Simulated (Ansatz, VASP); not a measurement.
# Mg11Si13O37 in two plane-wave programs, part 3 of 3

Wanted: the spread between two codes on one cell, functional and k mesh. Of the first pair: The structure shown is frame 232 of Ansatz's trajectory.

VASP 6.6.1 and Ansatz 0.2.0.

So far. Step 6 (VASP: single point, revPBE, pair 2): The run ends at a pressure of -2.24 GPa, with forces up to 5.9 eV/Å.

### Step 8. Ansatz: dynamics, revPBE

Level of this step: Ansatz beside VASP: Kohn-Sham DFT, plane waves, revPBE (Ansatz).

One frame of this run of dynamics is then solved in both programs, so the motion causes no difference.

The structure compared here is frame 696 of Ansatz's trajectory.

Contents of input.yaml:

```yaml
crystal:
  lattice:
    - [9.54549, 0.0, 0.0]
    - [0.0, 9.54549, 0.0]
    - [0.0, 0.0, 9.54549]
  atoms:
    - { symbol: Si, position: [0.79013, 0.91674, 0.71965] }
    - { symbol: Si, position: [0.48276, 0.22589, 0.50117] }
    - { symbol: Si, position: [0.81597, 0.16125, 0.47771] }
    - { symbol: Si, position: [0.47719, 0.57956, 0.88851] }
    - { symbol: Si, position: [0.02078, 0.86282, 0.00132] }
    - { symbol: Si, position: [0.63083, 0.55226, 0.1502] }
    - { symbol: Si, position: [0.84854, 0.69, 0.47926] }
    - { symbol: Si, position: [0.86675, 0.26959, 0.89981] }
    - { symbol: Si, position: [0.28743, 0.85612, 0.47479] }
    - { symbol: Si, position: [0.93339, 0.56053, 0.0818] }
    - { symbol: Si, position: [0.09107, 0.33741, 0.32093] }
    - { symbol: Si, position: [0.16692, 0.56057, 0.52853] }
    - { symbol: Si, position: [0.80037, 0.93986, 0.23678] }
    - { symbol: Mg, position: [0.14358, 0.43581, 0.86485] }
    - { symbol: Mg, position: [0.16588, 0.02337, 0.2088] }
    - { symbol: Mg, position: [0.43675, 0.88998, 0.79191] }
    - { symbol: Mg, position: [0.46849, 0.57151, 0.44756] }
    - { symbol: Mg, position: [0.12974, 0.12838, 0.64541] }
    - { symbol: Mg, position: [0.66871, 0.1954, 0.17304] }
    - { symbol: Mg, position: [0.49502, 0.26784, 0.80389] }
    - { symbol: Mg, position: [0.37568, 0.74758, 0.13436] }
    - { symbol: Mg, position: [0.59425, 0.00511, 0.97767] }
    - { symbol: Mg, position: [0.38182, 0.23728, 0.18144] }
    - { symbol: Mg, position: [0.66446, 0.44812, 0.63979] }
    - { symbol: O, position: [0.4595, 0.38615, 0.48658] }
    - { symbol: O, position: [0.44234, 0.14527, 0.36744] }
    - { symbol: O, position: [0.76763, 0.09414, 0.31462] }
    - { symbol: O, position: [0.16198, 0.51739, 0.68029] }
    - { symbol: O, position: [0.02994, 0.45562, 0.21421] }
    - { symbol: O, position: [0.6112, 0.56054, 0.98584] }
    - { symbol: O, position: [0.00292, 0.2452, 0.80228] }
    - { symbol: O, position: [0.7947, 0.59685, 0.16026] }
    - { symbol: O, position: [0.67742, 0.22676, 0.53551] }
    - { symbol: O, position: [0.01275, 0.65329, 0.45319] }
    - { symbol: O, position: [0.58709, 0.36572, 0.18026] }
    - { symbol: O, position: [0.18171, 0.42316, 0.43725] }
    - { symbol: O, position: [0.90945, 0.91382, 0.86124] }
    - { symbol: O, position: [0.51421, 0.6343, 0.22684] }
    - { symbol: O, position: [0.92537, 0.44226, 0.97919] }
    - { symbol: O, position: [0.34253, 0.46605, 0.96878] }
    - { symbol: O, position: [0.15956, 0.22218, 0.23305] }
    - { symbol: O, position: [0.1715, 0.90382, 0.0127] }
    - { symbol: O, position: [0.31083, 0.88841, 0.28578] }
    - { symbol: O, position: [0.52061, 0.53972, 0.73086] }
    - { symbol: O, position: [0.73415, 0.58105, 0.47931] }
    - { symbol: O, position: [0.94615, 0.95296, 0.1467] }
    - { symbol: O, position: [0.83165, 0.82245, 0.36493] }
    - { symbol: O, position: [0.8295, 0.77073, 0.62413] }
    - { symbol: O, position: [0.75156, 0.32842, 0.78108] }
    - { symbol: O, position: [0.28182, 0.67025, 0.46185] }
    - { symbol: O, position: [0.0118, 0.70468, 0.03734] }
    - { symbol: O, position: [0.16879, 0.94207, 0.49777] }
    - { symbol: O, position: [0.85616, 0.03354, 0.60295] }
    - { symbol: O, position: [0.39365, 0.183, 0.66542] }
    - { symbol: O, position: [0.94741, 0.25192, 0.41498] }
    - { symbol: O, position: [0.67462, 0.90189, 0.13884] }
    - { symbol: O, position: [0.77765, 0.1784, 0.9926] }
    - { symbol: O, position: [0.41205, 0.8547, 0.58916] }
    - { symbol: O, position: [0.63546, 0.90963, 0.79549] }
    - { symbol: O, position: [0.46183, 0.15405, 0.9665] }
    - { symbol: O, position: [0.43236, 0.73658, 0.91574] }
kpoints:
  mp_grid: { grid: [1, 1, 1] }
hamiltonian:
  xc: revpbe
scf:
  occupations: { method: fermi_dirac, width: 0.078 }
output:
  forces: true
md:
  timestep: 1.0
  n_steps: 696
  ensemble: nvt_langevin
  temperature: 900
  initial_velocities: maxwell_boltzmann
  seed: 1667
```

Run with:

```bash
$ ansatz run input.yaml --threads 4 --pin off --max-ram 8192MiB --backend cpu --events-out ev --progress --plain --runs-dir out
```

Numbers of over 12 decimals in the logs are rounded to 6 here.

The program printed:

```text
[...]
Crystal: 61 atoms, lattice volume = 869.750 Å³
Basis set: ecut = 420 eV, 17071 PW (Γ), exchange–correlation on 128×128×128 points (8 copies of the dense FFT grid, shifted against one another)
Bands: 253, of which v1, the nominal top of the filled ones, is band 192 counted from 1 (191 counted from 0)
Symmetry: 1 space group operations
k-points: 1
[...]
atom   7  Si     1.20393799     0.53068211    -2.70461638
  atom   8  Si     1.56730627     1.48979249     0.78329648
[...]
atom  58  O      1.09860583     1.07394124     1.62739646
  atom  59  O      0.02445657    -0.94745162     0.74976305
  atom  60  O     -0.45563858    -0.59969620     0.65350902
  atom  61  O     -0.47777385     4.01507574     0.34072228
  max |Σ_I F_I| component: 5.45e-5 eV/Å
--- MD trajectory: 696 steps, t = 0.0 → 696.0 fs ---
[...]
[key lines of the parts left out:]
SCF converged after 9 iterations
Free energy (F): -50581.369032 eV
Fermi energy:    4.940591 eV
```

### Step 9. VASP: single point, revPBE, pair 3

The same cell, functional, mesh and smearing now go to VASP, with its own data sets.

Contents of INCAR:

```
SYSTEM = Mg11Si13O37
PREC = Accurate
ENCUT = 520
EDIFF = 1E-06
NELM = 120
ISMEAR = -1
SIGMA = 0.078
LREAL = Auto
ALGO = Normal
GGA = RE
NBANDS = 192
LORBIT = 11
LWAVE = .FALSE.
LCHARG = .FALSE.
ISIF = 2
LASPH = .TRUE.
GGA_COMPAT = .FALSE.
EFERMI = MIDGAP
NCORE = 2
```

Contents of POSCAR:

```
Mg11Si13O37
1.0
    9.5454900000      0.0000000000      0.0000000000
    0.0000000000      9.5454900000      0.0000000000
    0.0000000000      0.0000000000      9.5454900000
Si Mg O
13 11 37
Direct
    0.8273121652      0.9294860714      0.7718095142
    0.4823534465      0.2834846613      0.5803997490
    0.8147931641      0.1697555600      0.5374789560
    0.4389926552      0.5706045473      0.9345670049
    0.0036876054      0.8552730137      0.0492483885
    0.6011111006      0.5050238385      0.1972449817
    0.8221474225      0.7307744286      0.5038400334
    0.9158251698      0.3026769710      0.8823957701
    0.3140645478      0.8727681869      0.4937724517
    0.9209270556      0.5343780152      0.1306376100
    0.0462731615      0.3444349111      0.3732862326
    0.1244042998      0.6311147987      0.5536017533
    0.7578238519      0.9455250595      0.2468181309
    0.1245404898      0.4918762683      0.8115246048
    0.2525590619      0.0623226257      0.2179772856
    0.5250437641      0.7940084794      0.7610400304
    0.4968943449      0.6358395431      0.4740772868
    0.1637422490      0.1402547171      0.6779117678
    0.5566607895      0.1508565825      0.2890894024
    0.3180350092      0.2706932803      0.9123051829
    0.3649157875      0.7927722935      0.1492956359
    0.6554928034      0.1160548070      0.9832811097
    0.3365568452      0.3431987253      0.2861036992
    0.6905355304      0.4809601183      0.6712175069
    0.4524964145      0.4525173668      0.5561369820
    0.4163851201      0.2022106775      0.4382593246
    0.7775294930      0.0925148945      0.3713167161
    0.1297052325      0.6557128026      0.7148192497
    0.9541982654      0.4422821668      0.2645647316
    0.5424446519      0.4728306247      0.0402608981
    0.0981824925      0.2894141631      0.8310835798
    0.7599505107      0.5673255118      0.1618879701
    0.6642718184      0.2587295152      0.5721550177
    0.9873343328      0.6960040815      0.4845534383
    0.5675664633      0.3469806160      0.2509143061
    0.1190928910      0.4582268694      0.4837467747
    0.9564202571      0.9101994764      0.8916043074
    0.4843334391      0.6111367777      0.2692475714
    0.9576145384      0.4484002393      0.9833125382
    0.3021007827      0.4694573039      0.9260184653
    0.1569537027      0.2488505043      0.2844170388
    0.1503013465      0.8961928618      0.1072129351
    0.3515901227      0.9224146691      0.3316121016
    0.5559484112      0.5831235484      0.7910332524
    0.7166001955      0.6042120415      0.5063438336
    0.8876024175      0.9413136465      0.1443613686
    0.7748475982      0.8253740772      0.3631348417
    0.8311883413      0.8041179657      0.6523604341
    0.8165950622      0.3637738869      0.7617733610
    0.2524333481      0.7012002527      0.4649630349
    0.0093971080      0.6833803189      0.0885758615
    0.2092925560      0.9757906613      0.5701121682
    0.8939509653      0.0586978772      0.6599451678
    0.3814471546      0.2260439223      0.6943174211
    0.9519678927      0.2605523656      0.4926305512
    0.6163015204      0.9916410787      0.1666022383
    0.8644186941      0.1814678974      0.9810496894
    0.4577868711      0.8132531698      0.5655340899
    0.6666603810      0.9726163874      0.8155893516
    0.3911690233      0.1761041078      0.0795359903
    0.4109479974      0.7251801636      0.9681849753
```

Contents of KPOINTS:

```
Automatic mesh
0
Gamma
1 1 1
0 0 0
```

The projector-augmented-wave data sets are Si, Mg and O (PBE family, release 64).

Run with:

```bash
$ mpirun -np 8 vasp_gam
```

The program printed:

```text
[... set-up lines as in an earlier step ...]
 entering main loop
       N       E                     dE             d eps       ncg     rms          rms(c)
DAV:   1     0.265160287675E+04    0.26516E+04   -0.16814E+05   392   0.148E+03
DAV:   2    -0.221831570586E+03   -0.28734E+04   -0.27683E+04   488   0.351E+02
DAV:   3    -0.471823519971E+03   -0.24999E+03   -0.24819E+03   456   0.111E+02
DAV:   4    -0.476641038061E+03   -0.48175E+01   -0.47981E+01   464   0.169E+01
[...]
DAV:  17    -0.407250704732E+03   -0.37261E-05   -0.44308E-05   464   0.235E-02    0.863E-03
DAV:  18    -0.407250706491E+03   -0.17592E-05   -0.11180E-05   440   0.932E-03    0.621E-03
DAV:  19    -0.407250707389E+03   -0.89775E-06   -0.34062E-06   368   0.574E-03
   1 F= -.40725071E+03 E0= -.40725071E+03  d E =-.640604E-06
```

OUTCAR, selected parts (step 9):

```text
  Total      -14.4618957      3.1015955    -10.4390379      8.0660686     -1.9156038      3.8291310
  in kB      -26.6404236      5.7134845    -19.2298713     14.8585973     -3.5287557      7.0536860
  external PRESSURE =     -13.3856035 kB  Pullay stress =       0.0000000 kB

 POSITION                                       TOTAL-FORCE (eV/Angst)
 -----------------------------------------------------------------------------------
      7.89710      8.87240      7.36730         1.887231      1.247449     -1.423170
      4.60430      2.70600      5.54020        -0.660370      1.328553     -4.834939
      7.77760      1.62040      5.13050        -0.531490     -1.709754     -1.347640
      4.19040      5.44670      8.92090         3.976174     -4.683740     -2.077320
      0.03520      8.16400      0.47010        -1.294072     -0.826642      0.810946
      5.73790      4.82070      1.88280        -0.777532     -0.755306     -0.922146
      7.84780      6.97560      4.80940         1.232900      0.582695     -2.739066
      8.74200      2.88920      8.42290         1.624240      1.536193      0.789790
      2.99790      8.33100      4.71330        -0.258977     -1.093734     -1.303706
      8.79070      5.10090      1.24700         0.712783      1.227211     -2.555645
      0.44170      3.28780      3.56320        -0.516107      1.382238      0.741988
      1.18750      6.02430      5.28440         0.269369     -1.287898     -3.134926
      7.23380      9.02550      2.35600         1.384221      1.596310      3.271687
      1.18880      4.69520      7.74640         0.299720     -0.350792      2.054413
[...]
-----------------------------------------------------------------------------------
    total drift:                               -0.002846      0.000221     -0.013452

  FREE ENERGIE OF THE ION-ELECTRON SYSTEM (eV)
  ---------------------------------------------------
  free  energy   TOTEN  =      -407.2507073891 eV

  energy  without entropy=     -407.2507067485  energy(sigma->0) =     -407.25070707

[... 2 parts as in an earlier step ...]

[... 1 further part left out ...]
[key lines of the parts left out:]
E-fermi :   2.9445
```

The run ends at a pressure of -1.34 GPa, with forces up to 6.5 eV/Å.

### Step 10. Comparison

What differs besides the data sets and the points named for the pairs above, as far as they apply: the data sets hold 384 valence electrons in Ansatz (on its default PAW (the set named soft_2) files) and 296 in VASP. Total energies have different zeros and are not compared.

Forces on 8 of the 61 atoms, those with the largest forces and the largest differences (eV/Å; atoms numbered as in POSCAR):

```tsv
atom	Ansatz x, y, z	VASP x, y, z
Si2	-0.717, 1.335, -4.809	-0.660, 1.329, -4.835
Si4	3.950, -4.646, -2.048	3.976, -4.684, -2.077
Si12	0.269, -1.236, -3.049	0.269, -1.288, -3.135
Si13	1.354, 1.576, 3.254	1.384, 1.596, 3.272
O42	3.705, 1.758, 0.460	3.787, 1.787, 0.494
O48	-1.416, 1.149, 3.193	-1.427, 1.172, 3.189
O54	-1.946, -1.433, 4.731	-1.996, -1.448, 4.805
O61	-0.478, 4.015, 0.341	-0.481, 4.071, 0.377
```

The forces differ by 29 meV/Å r.m.s., which is 2.2 % of the r.m.s. force of 1.311 eV/Å (both taken over all components).

### Step 11. Outcome

```json
{
 "r.m.s. force difference (single point, revPBE, pair 1)": "2.1 % of the r.m.s. force",
 "r.m.s. force difference (single point, revPBE, pair 2)": "2.2 % of the r.m.s. force",
 "r.m.s. force difference (single point, revPBE, pair 3)": "2.2 % of the r.m.s. force"
}
```

What this shows: The r.m.s. force difference is 2.2 % of the r.m.s. force (single point, revPBE, pair 2), within the 3 % picked in this series as the mark of a large difference. The data sets hold unlike numbers of valence electrons (384 in Ansatz and 296 in VASP), so part of the differences comes from the potentials. How closely two codes agree says nothing of how well the functional describes the real material.

[Lines on the potential files, build, host, timing and source positions are cut from VASP's logs without a mark.]

[Logs are printed without paths, hosts, clocks, repeated set-up lines and the standing remarks that a program may print on its own settings, such as how far it seeks lower states.]

[Hosts, paths, dates, database ids (printed as entryN), source tags and the programs' standing remarks are cut or masked in the printed files.]
